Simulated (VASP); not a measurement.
Ti, 2 atoms in the cell. The structure is hexagonal, space group P6_3/mmc (No. 194). Conventional cell: a = 2.884 Å, b = 2.884 Å, c = 4.570 Å, α = 90.00°, β = 90.00°, γ = 120.00°. Ti (site symmetry -6m2) has 12 Ti at 2.83 to 2.88 Å as nearest neighbours. 

* Program: VASP 6.6.1
* Task: relaxation of cell and atoms
* Functional: PBE
* Dispersion: D3(BJ)
* Potentials or basis: VASP PAW PBE potentials, release 64 (Ti_sv)
* Cutoff: 520 eV
* k mesh: 18 × 18 × 10
* Occupations: gaussian, width 0.1 eV
* Spin: no spin polarisation
* Further INCAR settings: ALGO = Normal; EDIFF = 1e-07; IBRION = 2; EDIFFG = -0.002; NSW = 80; ISIF = 3

Potentials or basis: VASP PAW PBE potentials, release 64 (Ti_sv).

Command:

```sh
$ cat potpaw_PBE.64/Ti_sv/POTCAR > POTCAR
$ mpirun -np 1 vasp_std > vasp.out
```

Hardware: 1 thread of AMD EPYC 9R45 96-Core Processor (Zen 5) (shared host).

Problem. How long does it take, and how much memory?

Solution. It took 110 s on 1 thread of AMD EPYC 9R45 96-Core Processor (Zen 5), on a shared host, peak memory 0.21 GiB. Counts: scf iterations 23, k points 222, ion steps 2.
